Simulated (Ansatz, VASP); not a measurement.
## PC3 in VASP and in Ansatz

```xyz
8
Lattice="3.7864 0.0000 0.0000 -1.8932 3.2791 0.0000 0.0000 0.0000 5.4498" Properties=species:S:1:pos:R:3 pbc="T T T"
P     0.0000    2.1861    2.7249
P     0.0000    2.1861    0.0000
C    -1.1556    2.5862    4.0874
C     0.2313    0.9852    4.0874
C     0.9243    2.9867    4.0874
C     1.1556    2.5862    1.3625
C    -0.9243    2.9867    1.3625
C    -0.2313    0.9852    1.3625
```

Alike in both runs: task single point; functional PBE; k mesh 6 × 6 × 4; occupations gaussian, width 0.1 eV; no spin polarisation.

```csv
,VASP,Ansatz
version,VASP 6.6.1,Ansatz 0.2.0
potentials or method,"VASP PAW PBE potentials, release 64 (P, C)","scalar-relativistic, plane waves, PAW"
plane-wave cutoff (eV),520,420
valence electrons in the cell,34,34
```

```csv
,VASP,Ansatz,Ansatz less VASP
gap on the k mesh at the Fermi level (eV),none,none,-
pressure (GPa),11.2,11.8,+0.53
largest component of the traceless stress (GPa),5.48,5.88,+0.401
rms of the force components (eV/Å),3.520,3.540,+0.0197
```

Atom by atom the forces differ by 0.020 eV/Å (rms over components). A gap of «none» marks a metal or a gap that the smearing closes. With one functional, cell and mesh, what is left measures potentials, basis and numerics.

Caveats: forces of over 1 eV/Å show positions far from the minimum, so gaps and moduli don't describe the material at rest.
